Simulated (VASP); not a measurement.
An input for Ansatz (written as the equivalent of a VASP run, and not itself run):

Ansatz 0.2 input:
```yaml
crystal:
  lattice:
    - [-0.0055096, 4.8642392, 4.8767542]
    - [4.8642392, -0.0055096, 4.8767542]
    - [2.4293648, 2.4293648, 0.0000000]
  atoms:
    - { symbol: In, position: [0.9993578, 0.9993578, 0.0012844] }
    - { symbol: In, position: [0.9996810, 0.5006077, 0.9997113] }
    - { symbol: In, position: [0.5006077, 0.9996810, 0.9997113] }
    - { symbol: N, position: [0.1250934, 0.1250934, 0.2498132] }
    - { symbol: N, position: [0.1483456, 0.6174366, 0.2342178] }
    - { symbol: N, position: [0.6174366, 0.1483456, 0.2342178] }
    - { symbol: N, position: [0.6107920, 0.6107920, 0.2784160] }
    - { symbol: Ga, position: [0.4986859, 0.4986859, 0.0026281] }
kpoints:
  mp_grid: { grid: [5, 5, 9] }
hamiltonian:
  xc: pbesol
  pseudopotentials: { kind: paw }
scf:
  occupations: { method: tetrahedron }
  max_iter: 100
output: { forces: true, stress: true, eigenvalues: true }
```

Problem. Translate this input to VASP (INCAR, KPOINTS, POSCAR, choice of POTCAR).

Solution. Several could match; the one computed here: 
### POSCAR
```
GaIn3N4
1
   -0.0055096071     4.8642392195     4.8767541541
    4.8642392195    -0.0055096071     4.8767541541
    2.4293648061     2.4293648061    -0.0000000000
In N Ga
3 4 1
Direct
  0.9993578041   0.9993578041   0.0012843916
  0.9996809672   0.5006077123   0.9997113205
  0.5006077123   0.9996809672   0.9997113205
  0.1250933830   0.1250933830   0.2498132342
  0.1483456014   0.6174365987   0.2342177998
  0.6174365987   0.1483456014   0.2342177998
  0.6107920052   0.6107920052   0.2784159895
  0.4986859280   0.4986859280   0.0026281440
```

File KPOINTS:
```
Automatic mesh
0
Gamma
5 5 9
0 0 0
```

### INCAR
```
SYSTEM = GaIn3N4
PREC = Accurate
ENCUT = 520
EDIFF = 1E-7
NELM = 100
ALGO = Normal
LREAL = .FALSE.
LASPH = .TRUE.
ISMEAR = -5
GGA = PS
LMAXMIX = 4
LWAVE = .FALSE.
LCHARG = .TRUE.
LORBIT = 11
NEDOS = 601
ISIF = 2
LEFG = .TRUE.
```

POTCAR, in this order: In_d N Ga_d (PBE.64 set). Program: vasp_std.

Limits of the translation: each code has its own PAW files, so the cut-off isn't converted (ENCUT is set for VASP's; basis.ecutwfc is left out, and Ansatz then takes the one that its files recommend); Ansatz stops its SCF on the density residual and VASP on the energy change (EDIFF); the field gradients of LEFG aren't asked of the other code.

The structure was generated: GaIn3N4 was put into an ordered model structure (Amm2), which need not be its known phase. It was relaxed first.
